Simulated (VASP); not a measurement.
# What goes wrong when the modes of TiTe2 are computed with a bad input

Aim: see how common mistakes in a phonon run show up, on TiTe2. The starting structure is a measured crystal structure from the Crystallography Open Database.

Method: Kohn-Sham DFT with plane waves and PAW; LDA, in VASP 6.6.1.

## 1. Set-up

It takes space group P-3m1 (No. 164, trigonal). The conventional cell has a = 3.777 Å, b = 3.777 Å, c = 6.498 Å, α = 90.00°, β = 90.00°, γ = 120.00°. Nearest to Te lie 3 Ti at 2.77 Å. Ti has 6 Te at 2.77 Å nearest. Farther neighbours and most contacts between anions are not listed.

Coordinates:

```
Te Ti
1.0
     3.77700    0.00000    0.00000
    -1.88850    3.27098    0.00000
     0.00000    0.00000    6.49800
Te Ti
2 1
Direct
  0.33333 0.66667 0.73720
  0.66667 0.33333 0.26280
  0.00000 0.00000 0.00000
```

## 2. Reference modes

The cell comes from a relaxation at this level, not shown (73.70 Å³).

INCAR

```
SYSTEM = TiTe2
PREC = Accurate
ENCUT = 450
EDIFF = 1E-08
NELM = 100
ISMEAR = 1
SIGMA = 0.15
LREAL = .FALSE.
ALGO = Normal
GGA = CA
NBANDS = 18
LORBIT = 11
LWAVE = .FALSE.
LCHARG = .FALSE.
KPAR = 4
IBRION = 8
ISIF = 2
```

POSCAR

```
TiTe2
1.0
    3.6675316547      0.0000000000      0.0000000000
   -1.8337658274      3.1761755822      0.0000000000
    0.0000000000      0.0000000000      6.3265478193
Te Ti
2 1
Direct
    0.3333333333      0.6666666667      0.7300513549
    0.6666666667      0.3333333333      0.2699486451
    0.0000000000      0.0000000000      0.0000000000
```

KPOINTS

```
Automatic mesh
0
Gamma
12 12 6
0 0 0
```

Potentials, in the order of the species: Te and Ti_sv (LDA family, release 64).

Run with:

```console
$ mpirun -np 4 vasp_std
```

Output:

```text
[banner, memory and clock lines left out]
running    4 mpi-ranks, on    1 nodes
 distrk:  each k-point on    1 cores,    4 groups
 distr:  one band on    1 cores,    1 groups

 POSCAR found type information on POSCAR TeTi
 POSCAR found :  2 types and       3 ions
 LDA part: xc-table for (Slater(with rela. corr.)+CA(PZ))
 , standard interpolation
 POSCAR, INCAR and KPOINTS ok, starting setup
 FFT: planning ... GRIDC
 FFT: planning ... GRID_SOFT
 FFT: planning ... GRID
 WAVECAR not read
 entering main loop
       N       E                     dE             d eps       ncg     rms          rms(c)
DAV:   1     0.167094785312E+03    0.16709E+03   -0.10127E+04  3608   0.113E+03
DAV:   2    -0.536913264405E+01   -0.17246E+03   -0.16866E+03  3938   0.296E+02
DAV:   3    -0.197556266929E+02   -0.14386E+02   -0.14031E+02  5578   0.810E+01
DAV:   4    -0.202549179339E+02   -0.49929E+00   -0.49516E+00  4548   0.140E+01
DAV:   5    -0.202732631904E+02   -0.18345E-01   -0.18339E-01  5430   0.261E+00    0.126E+01
DAV:   6    -0.202359066578E+02    0.37357E-01   -0.32748E+01  4250   0.378E+01    0.123E+01
DAV:   7    -0.185482819990E+02    0.16876E+01   -0.23019E+01  4598   0.301E+01    0.508E+00
DAV:   8    -0.183477426623E+02    0.20054E+00   -0.12570E+00  4160   0.808E+00    0.162E+00
DAV:   9    -0.183536097072E+02   -0.58670E-02   -0.11501E-01  4894   0.210E+00    0.121E+00
DAV:  10    -0.183469005239E+02    0.67092E-02   -0.11537E-01  4400   0.260E+00    0.630E-01
DAV:  11    -0.183455679899E+02    0.13325E-02   -0.21471E-02  4300   0.108E+00    0.315E-01
DAV:  12    -0.183452644776E+02    0.30351E-03   -0.35304E-03  4352   0.418E-01    0.156E-01
DAV:  13    -0.183452252203E+02    0.39257E-04   -0.17704E-04  4416   0.107E-01    0.312E-02
DAV:  14    -0.183452252502E+02   -0.29937E-07   -0.73264E-06  4212   0.201E-02    0.199E-02
DAV:  15    -0.183452237134E+02    0.15368E-05   -0.53338E-06  4442   0.181E-02    0.570E-03
DAV:  16    -0.183452235781E+02    0.13525E-06   -0.82314E-07  5076   0.537E-03    0.214E-03
DAV:  17    -0.183452235733E+02    0.48535E-08   -0.17423E-08  2796   0.966E-04
   1 F= -.18345224E+02 E0= -.18345663E+02  d E =0.131727E-02
 Linear response reoptimize wavefunctions to high precision
DAV:   1    -0.183452235701E+02    0.31737E-08   -0.21291E-08  4062   0.924E-04
DAV:   2    -0.183452235702E+02   -0.10368E-09   -0.76070E-10  2182   0.231E-04
DAV:   3    -0.183452235702E+02    0.14552E-10   -0.11162E-10  2132   0.936E-05
 Linear response DOF=           4
 Linear response progress:
  Degree of freedom:   1/  4
       N       E                     dE             d eps       ncg     rms          rms(c)
RMM:   1    -0.438298798943E-01   -0.43830E-01    0.28133E-03 37808   0.114E+00
RMM:   2    -0.417882363256E-01    0.20416E-02   -0.33092E-03 31359   0.345E-01    0.833E-02
RMM:   3    -0.419178348200E-01   -0.12960E-03   -0.91432E-04 36922   0.147E-01    0.432E-02
RMM:   4    -0.419798170032E-01   -0.61982E-04   -0.16309E-04 39162   0.554E-02    0.328E-02
RMM:   5    -0.420738933142E-01   -0.94076E-04   -0.33690E-05 34296   0.310E-02    0.297E-03
RMM:   6    -0.420662509958E-01    0.76423E-05   -0.73050E-06 39497   0.134E-02    0.189E-03
RMM:   7    -0.420660385700E-01    0.21243E-06   -0.18693E-06 38692   0.609E-03    0.127E-03
RMM:   8    -0.420662471346E-01   -0.20856E-06   -0.69859E-07 38367   0.304E-03    0.503E-04
RMM:   9    -0.420664400686E-01   -0.19293E-06   -0.52183E-07 41149   0.150E-03    0.211E-04
RMM:  10    -0.420662917580E-01    0.14831E-06   -0.34211E-08 41913   0.749E-04    0.725E-05
RMM:  11    -0.420663459427E-01   -0.54185E-07   -0.23252E-07 40883   0.414E-04    0.267E-05
RMM:  12    -0.420663537430E-01   -0.78003E-08    0.72288E-09 41975   0.254E-04    0.103E-05
 first order change of Fermi-energy   0.47954E-04
 force on displaced ion       1 direction 1 :  -3.855  -0.001  -0.000
 Linear response progress:
  Degree of freedom:   2/  4
       N       E                     dE             d eps       ncg     rms          rms(c)
RMM:   1    -0.677843420054E-01   -0.67784E-01    0.30365E-02  8593   0.135E+00
RMM:   2    -0.650280410855E-01    0.27563E-02   -0.40992E-03  7478   0.375E-01    0.157E-01
RMM:   3    -0.651849828613E-01   -0.15694E-03   -0.12795E-03  7173   0.242E-01    0.117E-01
RMM:   4    -0.651158641223E-01    0.69119E-04   -0.44592E-04  7121   0.156E-01    0.649E-02
RMM:   5    -0.651353963158E-01   -0.19532E-04   -0.13708E-04  8379   0.606E-02    0.461E-02
RMM:   6    -0.651758911816E-01   -0.40495E-04   -0.35634E-05  8234   0.333E-02    0.439E-03
RMM:   7    -0.651755327550E-01    0.35843E-06   -0.12133E-05  9040   0.148E-02    0.402E-03
RMM:   8    -0.651740944986E-01    0.14383E-05   -0.31499E-06  8991   0.637E-03    0.250E-03
RMM:   9    -0.651728941775E-01    0.12003E-05   -0.17964E-06  8131   0.356E-03    0.103E-03
RMM:  10    -0.651735723271E-01   -0.67815E-06   -0.14301E-06  8815   0.188E-03    0.312E-04
RMM:  11    -0.651734786042E-01    0.93723E-07   -0.68106E-08  8797   0.939E-04    0.816E-05
RMM:  12    -0.651734987548E-01   -0.20151E-07   -0.40025E-07  9310   0.491E-04    0.557E-05
RMM:  13    -0.651734462719E-01    0.52483E-07   -0.37009E-07  8878   0.271E-04    0.416E-05
RMM:  14    -0.651735090639E-01   -0.62792E-07   -0.23938E-07  9168   0.183E-04    0.167E-05
[...]
RMM:  35    -0.651734794694E-01   -0.11744E-08   -0.16450E-07  4950   0.832E-05    0.304E-07
RMM:  36    -0.651734967456E-01   -0.17276E-07   -0.17790E-07  4927   0.832E-05    0.279E-07
RMM:  37    -0.651734959725E-01    0.77302E-09   -0.13773E-07  4956   0.833E-05    0.390E-07
RMM:  38    -0.651734999523E-01   -0.39797E-08   -0.15258E-07  4920   0.832E-05    0.305E-07
RMM:  39    -0.651734823586E-01    0.17594E-07   -0.13947E-07  4867   0.832E-05    0.246E-07
RMM:  40    -0.651735019321E-01   -0.19574E-07   -0.15161E-07  4862   0.833E-05    0.242E-07
RMM:  41    -0.651734970861E-01    0.48461E-08   -0.16533E-07  4838   0.832E-05    0.198E-07
RMM:  42    -0.651734863446E-01    0.10741E-07   -0.10813E-07  4805   0.833E-05    0.230E-07
 first order change of Fermi-energy  -0.28866E+00
 force on displaced ion       1 direction 3 :  -0.000   0.000  -8.402
 Linear response progress:
  Degree of freedom:   3/  4
       N       E                     dE             d eps       ncg     rms          rms(c)
RMM:   1    -0.724577640302E+00   -0.72458E+00    0.13724E+01  8761   0.128E+02
RMM:   2    -0.681029160603E+00    0.43548E-01   -0.44290E-01 14966   0.521E+00    0.190E-01
RMM:   3    -0.678007417249E+00    0.30217E-02   -0.24335E-02 17095   0.114E+00    0.915E-02
RMM:   4    -0.678406862820E+00   -0.39945E-03   -0.15435E-02 20347   0.493E-01    0.367E-02
RMM:   5    -0.679723551854E+00   -0.13167E-02   -0.82708E-04 20163   0.159E-01    0.151E-02
RMM:   6    -0.680171447672E+00   -0.44790E-03   -0.21989E-04 21162   0.679E-02    0.852E-03
RMM:   7    -0.680178434469E+00   -0.69868E-05   -0.40076E-05 20604   0.317E-02    0.265E-03
RMM:   8    -0.680138347018E+00    0.40087E-04   -0.19156E-05 22580   0.160E-02    0.111E-03
RMM:   9    -0.680151016391E+00   -0.12669E-04   -0.93942E-06 22644   0.806E-03    0.331E-04
RMM:  10    -0.680155564674E+00   -0.45483E-05   -0.53872E-06 22809   0.469E-03    0.204E-04
RMM:  11    -0.680162976751E+00   -0.74121E-05   -0.52527E-06 22034   0.317E-03    0.616E-05
RMM:  12    -0.680163579018E+00   -0.60227E-06   -0.37041E-06 23229   0.224E-03    0.480E-05
RMM:  13    -0.680162501464E+00    0.10776E-05   -0.35492E-06 23065   0.176E-03    0.288E-05
RMM:  14    -0.680162192221E+00    0.30924E-06   -0.29397E-06 22921   0.145E-03    0.604E-05
RMM:  15    -0.680162433626E+00   -0.24141E-06   -0.27671E-06 22641   0.125E-03    0.600E-05
RMM:  16    -0.680162747897E+00   -0.31427E-06   -0.22814E-06 21183   0.111E-03    0.484E-05
RMM:  17    -0.680163011232E+00   -0.26334E-06   -0.20861E-06 21558   0.993E-04    0.450E-05
RMM:  18    -0.680163057954E+00   -0.46721E-07   -0.17803E-06 23286   0.895E-04    0.527E-05
 first order change of Fermi-energy  -0.90029E-03
 force on displaced ion       3 direction 1 :  -5.277   0.000   0.000
 Linear response progress:
  Degree of freedom:   4/  4
       N       E                     dE             d eps       ncg     rms          rms(c)
RMM:   1    -0.720609437916E+00   -0.72061E+00    0.21939E+01  3616   0.132E+02
RMM:   2    -0.674094318602E+00    0.46515E-01   -0.42608E-01  5983   0.491E+00    0.210E-01
RMM:   3    -0.672254516427E+00    0.18398E-02   -0.29019E-02  6985   0.112E+00    0.103E-01
RMM:   4    -0.672793229797E+00   -0.53871E-03   -0.17432E-02  8042   0.479E-01    0.516E-02
RMM:   5    -0.673863073805E+00   -0.10698E-02   -0.75405E-04  7996   0.150E-01    0.238E-02
RMM:   6    -0.674320432240E+00   -0.45736E-03   -0.19869E-04  8021   0.696E-02    0.109E-02
RMM:   7    -0.674343605428E+00   -0.23173E-04   -0.57494E-05  8017   0.342E-02    0.349E-03
RMM:   8    -0.674263675613E+00    0.79930E-04   -0.21882E-05  8774   0.177E-02    0.167E-03
RMM:   9    -0.674279842741E+00   -0.16167E-04   -0.81591E-06  9094   0.884E-03    0.723E-04
RMM:  10    -0.674281530769E+00   -0.16880E-05   -0.82351E-06  9162   0.549E-03    0.330E-04
RMM:  11    -0.674288108153E+00   -0.65774E-05   -0.39233E-06  8559   0.407E-03    0.141E-04
RMM:  12    -0.674290780284E+00   -0.26721E-05   -0.27100E-06  8890   0.318E-03    0.110E-04
RMM:  13    -0.674288808322E+00    0.19720E-05   -0.15300E-06  8936   0.261E-03    0.822E-05
RMM:  14    -0.674289029818E+00   -0.22150E-06   -0.10686E-06  9448   0.222E-03    0.123E-04
RMM:  15    -0.674288405842E+00    0.62398E-06    0.15011E-07  8405   0.198E-03    0.219E-04
RMM:  16    -0.674288611726E+00   -0.20588E-06    0.29604E-08  8669   0.176E-03    0.220E-04
RMM:  17    -0.674288849240E+00   -0.23751E-06    0.43417E-06  8367   0.160E-03    0.213E-04
RMM:  18    -0.674288371804E+00    0.47744E-06    0.10364E-05  8694   0.156E-03    0.399E-04
RMM:  19    -0.674288174197E+00    0.19761E-06    0.13448E-05  8074   0.140E-03    0.514E-04
RMM:  20    -0.674288159971E+00    0.14226E-07    0.18445E-05  9109   0.125E-03    0.560E-04
RMM:  21    -0.674288220724E+00   -0.60753E-07    0.16904E-05  9408   0.115E-03    0.582E-04
RMM:  22    -0.674288274842E+00   -0.54118E-07    0.14620E-05  9029   0.106E-03    0.597E-04
 first order change of Fermi-energy   0.15647E-02
 force on displaced ion       3 direction 3 :   0.000  -0.000 -12.296
 Linear response finished
```

The job ended after 15 min (4 MPI ranks of Intel Xeon Platinum 8488C (Sapphire Rapids), shared host; peak memory 3.9 GiB).

The logs omit lines about the potential files and the build; timing stands in the text.

OUTCAR, selected parts (step 2):

```text
ion  position               nearest neighbor table
   1  0.333  0.667  0.730-   3 2.72   3 2.72   3 2.72   2 3.60   2 3.60   2 3.60
   2  0.667  0.333  0.270-   3 2.72   3 2.72   3 2.72   1 3.60   1 3.60   1 3.60
   3  0.000  0.000  0.000-   1 2.72   2 2.72   2 2.72   1 2.72   2 2.72   1 2.72

  LATTYP: Found a hexagonal cell.
 ALAT       =     3.6675316547
 C/A-ratio  =     1.7250151914

 Subroutine GETGRP returns: Found 12 space group operations
 (whereof 12 operations were pure point group operations)

The static configuration has the point symmetry D_3d.

 Found    100 irreducible k-points:

   k-points           NKPTS =    100   k-points in BZ     NKDIM =    100   number of bands    NBANDS=     18

   dimension x,y,z NGX =    28 NGY =   28 NGZ =   48
   dimension x,y,z NGXF=    56 NGYF=   56 NGZF=   96

   ENCUT  =  450.0 eV  33.07 Ry    5.75 a.u.   6.34  6.34 10.94*2*pi/ulx,y,z

   NELECT =      24.0000    total number of electrons

 k-points in reciprocal lattice and weights: Automatic mesh
   0.00000000  0.00000000  0.00000000       0.001
   0.08333333  0.00000000  0.00000000       0.007
   0.16666667  0.00000000  0.00000000       0.007
   0.25000000  0.00000000  0.00000000       0.007
   0.33333333  0.00000000  0.00000000       0.007
   0.41666667  0.00000000  0.00000000       0.007
   0.50000000  0.00000000  0.00000000       0.003
   0.08333333  0.08333333  0.00000000       0.007
   0.16666667  0.08333333  0.00000000       0.014
[...]
0.33333333  0.25000000  0.50000000       0.014
   0.33333333  0.33333333  0.50000000       0.002

 average (electrostatic) potential at core
       1 -87.2310       2 -87.2310       3 -73.4957

  Total       -0.0023968     -0.0023968     -0.0035439      0.0000000      0.0000000      0.0000000
  in kB       -0.0521067     -0.0521067     -0.0770464      0.0000000      0.0000000      0.0000000
  external PRESSURE =      -0.0604200 kB  Pullay stress =       0.0000000 kB

  energy-cutoff  :      450.00
  volume of cell :       73.70
      direct lattice vectors                 reciprocal lattice vectors
     3.667531655  0.000000000  0.000000000     0.272662950  0.157422028  0.000000000
    -1.833765827  3.176175582  0.000000000     0.000000000  0.314844055  0.000000000
     0.000000000  0.000000000  6.326547819     0.000000000  0.000000000  0.158064086

 POSITION                                       TOTAL-FORCE (eV/Angst)
 -----------------------------------------------------------------------------------
     -0.00000      2.11745      4.61870         0.000000     -0.000000     -0.001965
      1.83377      1.05873      1.70784        -0.000000      0.000000      0.001965
      0.00000      0.00000      0.00000         0.000000      0.000000      0.000000
 -----------------------------------------------------------------------------------
    total drift:                               -0.000000     -0.000000     -0.000000

 Eigenvectors and eigenvalues of the dynamical matrix
 ----------------------------------------------------

   1 f  =    8.632674 THz    54.240693 2PiTHz  287.955022 cm-1    35.701857 meV
             X         Y         Z           dx          dy          dz
     -0.000000  2.117450  4.618705    -0.000000    0.000000   -0.280896
      1.833766  1.058725  1.707843    -0.000000    0.000000   -0.280896
      0.000000  0.000000  0.000000     0.000000   -0.000000    0.917712

   2 f  =    5.653096 THz    35.519448 2PiTHz  188.566976 cm-1    23.379315 meV
             X         Y         Z           dx          dy          dz
     -0.000000  2.117450  4.618705     0.112311   -0.256774    0.000000
      1.833766  1.058725  1.707843     0.112311   -0.256774    0.000000
      0.000000  0.000000  0.000000    -0.367914    0.841157    0.000000

   3 f  =    5.653096 THz    35.519448 2PiTHz  188.566976 cm-1    23.379315 meV
             X         Y         Z           dx          dy          dz
     -0.000000  2.117450  4.618705    -0.256774   -0.112311    0.000000
      1.833766  1.058725  1.707843    -0.256774   -0.112311   -0.000000
      0.000000  0.000000  0.000000     0.841157    0.367914    0.000000

   4 f  =    4.519322 THz    28.395740 2PiTHz  150.748369 cm-1    18.690407 meV
             X         Y         Z           dx          dy          dz
     -0.000000  2.117450  4.618705     0.000000    0.000000    0.707107
      1.833766  1.058725  1.707843     0.000000    0.000000   -0.707107
      0.000000  0.000000  0.000000    -0.000000    0.000000    0.000000

   5 f  =    3.121970 THz    19.615916 2PiTHz  104.137709 cm-1    12.911425 meV
             X         Y         Z           dx          dy          dz
     -0.000000  2.117450  4.618705     0.283369   -0.647844   -0.000000
      1.833766  1.058725  1.707843    -0.283369    0.647844    0.000000
      0.000000  0.000000  0.000000    -0.000000    0.000000    0.000000

   6 f  =    3.121970 THz    19.615916 2PiTHz  104.137709 cm-1    12.911425 meV
             X         Y         Z           dx          dy          dz
     -0.000000  2.117450  4.618705    -0.647844   -0.283369   -0.000000
      1.833766  1.058725  1.707843     0.647844    0.283369    0.000000
      0.000000  0.000000  0.000000    -0.000000   -0.000000   -0.000000

   7 f/i=    0.002044 THz     0.012846 2PiTHz    0.068195 cm-1     0.008455 meV
             X         Y         Z           dx          dy          dz
     -0.000000  2.117450  4.618705    -0.000000    0.000000    0.648920
      1.833766  1.058725  1.707843    -0.000000    0.000000    0.648920
      0.000000  0.000000  0.000000    -0.000000    0.000000    0.397247

   8 f/i=    0.006864 THz     0.043126 2PiTHz    0.228949 cm-1     0.028386 meV
             X         Y         Z           dx          dy          dz
     -0.000000  2.117450  4.618705    -0.572909   -0.305333    0.000000
      1.833766  1.058725  1.707843    -0.572909   -0.305333    0.000000
      0.000000  0.000000  0.000000    -0.349776   -0.186414    0.000000

   9 f/i=    0.006864 THz     0.043126 2PiTHz    0.228949 cm-1     0.028386 meV
             X         Y         Z           dx          dy          dz
     -0.000000  2.117450  4.618705     0.305333   -0.572909    0.000000
      1.833766  1.058725  1.707843     0.305333   -0.572909    0.000000
      0.000000  0.000000  0.000000     0.186414   -0.349776    0.000000

 ELASTIC MODULI CONTR FROM IONIC RELAXATION (kBar)
 Direction    XX          YY          ZZ          XY          YZ          ZX
 --------------------------------------------------------------------------------
 XX        -219.4182   -137.7680   -345.8732      0.0000   -136.1791      0.0000
 YY        -137.7680   -219.4182   -345.8732      0.0000    136.1791     -0.0000
 ZZ        -345.8732   -345.8732   -669.8373      0.0000     -0.0000     -0.0000
 XY           0.0000      0.0000      0.0000    -40.8251     -0.0000   -112.5605
 YZ        -136.1791    136.1791     -0.0000     -0.0000   -454.2485      0.0000
 ZX           0.0000     -0.0000     -0.0000   -112.5605      0.0000   -310.3450
 --------------------------------------------------------------------------------
```

This run has no spin polarisation, although Ti can carry a moment. Energies printed during the response cycles are not total energies of the cell.

Reference: the zone-centre modes are A2u 288.0, Eu 188.6, A1g 150.7, Eg 104.1 cm⁻¹.

(Continued in part 2 of 2.)

[Lines on the potential files, build, host, timing and source positions are cut from VASP's logs without a mark.]

[Logs are printed without paths, hosts, clocks, repeated set-up lines and the standing remarks that a program may print on its own settings, such as how far it seeks lower states.]

[Hosts, paths, dates, database ids (printed as entryN), source tags and the programs' standing remarks are cut or masked in the printed files.]
